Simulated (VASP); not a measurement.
VASP input:

**INCAR**
```
GGA = PE   ! PBE
NELM = 100   ! most electronic steps
LASPH = .True.
NSW = 40
EDIFF = 1E-6   ! SCF stop (eV)
EDIFFG = -0.02
SYSTEM = CsI
LWAVE = .False.
IBRION = 2
ISIF = 3   ! ions, shape and volume
LREAL = .False.   ! projection in real space or not
LCHARG = .False.
ALGO = Normal   ! blocked Davidson
SIGMA = 0.05
PREC = Accurate
LMAXMIX = 4   ! l cut-off of mixed one-centre charges
ISMEAR = 0
PSTRESS = 100
ENCUT = 500
```

### KPOINTS
```
Automatic
0
Gamma
  6 6 6
```

### POSCAR
```
CsI
1.0
  4.2834883813   0.0000000000   0.0000000000
  0.0000000000   4.2834883813   0.0000000000
  0.0000000000   0.0000000000   4.2834883813
Cs I
1 1
Cart
  0.0000000000   0.0000000000   0.0000000000
  2.1417441906   2.1417441906   2.1417441906
```

POTCAR, in this order: Cs_sv I (PBE.64 set). Program: vasp_std.

### Question
Translate this PBE calculation to Ansatz.

### Answer
One equivalent input (not run):
Ansatz 0.2 input:
```yaml
crystal:
  lattice:
    - [4.2834884, 0.0000000, 0.0000000]
    - [0.0000000, 4.2834884, 0.0000000]
    - [0.0000000, 0.0000000, 4.2834884]
  atoms:
    - { symbol: Cs, position: [0.0000000, 0.0000000, 0.0000000] }
    - { symbol: I, position: [0.5000000, 0.5000000, 0.5000000] }
kpoints:
  mp_grid: { grid: [6, 6, 6] }
hamiltonian:
  xc: pbe
  pseudopotentials: { kind: paw }
scf:
  occupations: { method: gaussian, width: 0.05 }
  max_iter: 100
relax:
  max_steps: 40
  f_tol: 0.02
  cell: { p_target: 10 }
output: { forces: true, stress: true, eigenvalues: true }
```
The two are equivalent in intent, not identical: each code has its own PAW files, so the cut-off isn't converted (ENCUT is set for VASP's; basis.ecutwfc is left out, and Ansatz then takes the one that its files recommend); Ansatz stops its SCF on the density residual and VASP on the energy change (EDIFF).

The compound is CsI in the CsCl type structure. This run relaxes it under an external pressure of 10 GPa. Symmetry was kept, so distortions that lower it aren't found.
